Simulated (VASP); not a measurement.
Here is the system:

```yaml
crystal:
  lattice:
    - [-3.03492, 3.03492, 1.68093]
    - [3.03492, -3.03492, 1.68093]
    - [3.03492, 3.03492, -1.68093]
  atoms:
    - { symbol: Y, position: [0.75000, 0.25000, 0.50000] }
    - { symbol: Y, position: [0.00000, 0.00000, 0.00000] }
```

All values below come from PBEsol GGA, VASP's PBE PAW potentials (set 64) (plane waves; VASP). Settings: 400 eV cut-off, 14×14×14 Γ-centred mesh, tetrahedra with Blöchl corrections, potentials Y_sv.

**Question.** Estimate the energy per atom (σ→0), band gap (on the k-mesh) with the smallest direct gap where there is one.

**Answer.** 
* **band gap (on the k-mesh)**: none (metal, semimetal or under 0.01 eV)
* **energy per atom (σ→0)**: -6.368 eV/atom

The structure was generated: Y was put into the beta-Sn type (I4_1/amd), which need not be its known phase. It was relaxed first, which changed the volume by -11 %.
